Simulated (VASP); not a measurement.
```yaml
crystal:
  lattice:
    - [0.00000, 2.76729, 2.76729]
    - [2.76729, 0.00000, 2.76729]
    - [2.76729, 2.76729, 0.00000]
  atoms:
    - { symbol: Ba, position: [0.00000, 0.00000, 0.00000] }
    - { symbol: O, position: [0.50000, 0.50000, 0.50000] }
```

Calculation: PBEsol GGA, VASP's PBE PAW potentials (set 64) (plane waves; VASP). Run with 620 eV cut-off, 8×8×8 Γ-centred mesh, Gaussian smearing of 0.050 eV, potentials Ba_sv O.

Unless said otherwise, spin-orbit coupling is left out, though it shifts the bands of the heavy elements here.

Task: Estimate the energy per atom (σ→0), band gap (on the k-mesh) with the smallest direct gap where there is one.

Result: 
```yaml
band gap (on the k-mesh): 1.86 eV
smallest direct gap (on the k-mesh): 1.86 eV
energy per atom (σ→0): -6.201 eV/atom
```

Total energies compare only between runs with the same potentials, cut-off and functional.

The structure was generated: BaO was put into the rock salt type (Fm-3m), which need not be its known phase. It was relaxed first, which changed the volume by -24 %.
